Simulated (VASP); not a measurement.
Input:

```xyz
1
Lattice="4.9313 0.0000 0.0000 0.0000 4.9313 0.0000 0.0000 0.0000 4.9313" Properties=species:S:1:pos:R:3 pbc="T T T"
Cs     0.0000     0.0000     0.0000
```

These are PBEsol GGA, VASP's PBE PAW potentials (set 64) (plane waves; VASP 6.6.1) values and carry that method's errors. Run with 400 eV cut-off, Gaussian smearing of 0.050 eV, potentials Cs_sv.

Unless said otherwise, spin-orbit coupling is left out, though it shifts the bands of the heavy elements here.

### Question
Predict the band gap (along the path) with the smallest direct gap where there is one.

### Answer

The band gap (along the path) is none (metal, semimetal or under 0.01 eV).

The absolute energy has meaning only against runs of the same code, potentials and settings.

The structure was generated: Cs was put into the simple-cubic type (Pm-3m), which need not be its known phase. It was relaxed first.
